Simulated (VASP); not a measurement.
Given:

```
CELL_PARAMETERS angstrom
      5.32440     2.66220     2.66220
      2.66220     5.32440     2.66220
      2.66220     2.66220     5.32440
ATOMIC_POSITIONS crystal
  Mn 0.00000 0.00000 0.00000
  Mn 0.50000 0.50000 0.50000
  S  0.25000 0.25000 0.25000
  S  0.75000 0.75000 0.75000
```
Starting moments (μB, in the order of the record's atoms Mn Mn S S): 5.0 -5.0 0.0 0.0.

Calculation: PBE GGA, VASP's PBE PAW potentials (set 64) (plane waves; VASP 6.6.1). Run with 400 eV cut-off, 2×2×2 Monkhorst-Pack mesh, Gaussian smearing of 0.050 eV, potentials Mn_pv S.

Task: Estimate the cell moment, energy per atom (σ→0), pressure.

Result: 
```
Property                       Result
---------------------  --------------
cell moment                   0.00 μB
energy per atom (σ→0)  -6.866 eV/atom
pressure                    -6.50 GPa
```

Task: Give the moment on each site (PAW-sphere projection).

Result: 
```json
[
 {"site": "Mn1", "moment (μB)": "4.20"},
 {"site": "Mn2", "moment (μB)": "-4.20"},
 {"site": "S3", "moment (μB)": "0.00"},
 {"site": "S4", "moment (μB)": "0.00"}
]
```

The absolute energy has meaning only against runs of the same code, potentials and settings.

The compound is MnS in the rock salt, AFM-II order structure. The cell was not relaxed at this level. The k-mesh is coarse (spacing up to 0.98 per Å, 2π included), so the numbers may not be converged in it. The run is one of a series of settings (KPOINTS 2×2×2 Monkhorst-Pack mesh against the base run), some of them coarse on purpose.
